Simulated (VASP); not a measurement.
An input for Quantum ESPRESSO's pw.x (written as the equivalent of a VASP run, and not itself run):

```
&CONTROL
  calculation = 'relax'
  pseudo_dir = './pseudo'
  outdir = './out'
  tprnfor = .true.
  tstress = .true.
  nstep = 30
  forc_conv_thr = 3.9e-05
/
&SYSTEM
  ibrav = 0
  nat = 2
  ntyp = 1
  ecutwfc = 78
  occupations = 'smearing'
  smearing = 'methfessel-paxton'
  degauss = 0.00735
  input_dft = 'pz'
/
&ELECTRONS
  conv_thr = 7.3e-10
  electron_maxstep = 100
/
&IONS
/
ATOMIC_SPECIES
  Sc 44.956 Sc.upf
CELL_PARAMETERS angstrom
     1.6158028   -2.7986524    0.0000000
     1.6158028    2.7986524   -0.0000000
     0.0000000    0.0000000    4.9910544
ATOMIC_POSITIONS crystal
  Sc   0.3333330  0.6666670  0.2500000
  Sc   0.6666670  0.3333330  0.7500000
K_POINTS automatic
  12 12 7 0 0 0
```

Translate this input to VASP (INCAR, KPOINTS, POSCAR, choice of POTCAR).

Several could match; the one computed here: 
**INCAR**
```
# general
SYSTEM  = Sc
PREC    = Accurate
ENCUT   = 400
LREAL   = .FALSE.
LASPH   = .TRUE.

# electronic loop
EDIFF   = 1E-8
NELM    = 100
ALGO    = Normal
LMAXMIX = 4

# smearing
ISMEAR  = 1
SIGMA   = 0.1

# ions
IBRION  = 1
NSW     = 30
ISIF    = 2
EDIFFG  = -0.001

# output
LWAVE   = .FALSE.
LCHARG  = .FALSE.
```

**POSCAR**
```
Sc
1.0
  1.6158027560  -2.7986523880   0.0000000000
  1.6158027560   2.7986523880   0.0000000000
  0.0000000000   0.0000000000   4.9910544479
Sc
2
Cartesian
  1.6158027560   0.9328859951   1.2477636120
  1.6158027560  -0.9328859951   3.7432908359
```

### KPOINTS
```
Automatic mesh
0
Gamma
12 12 7
0 0 0
```

POTCAR, in this order: Sc_sv (LDA.64 set). Program: vasp_std.

What does not carry over: the potentials are each code's own (VASP's PAW set, PseudoDojo norm-conserving files in pw.x), so ENCUT and ecutwfc are chosen apart and not converted; conv_thr bounds pw.x's estimated SCF error, while EDIFF bounds the energy change between steps; forc_conv_thr acts on force components and is met together with etot_conv_thr.

The compound is Sc in the hcp structure. It was relaxed first, which changed the volume by -10 %. The start is the result of an earlier pass.
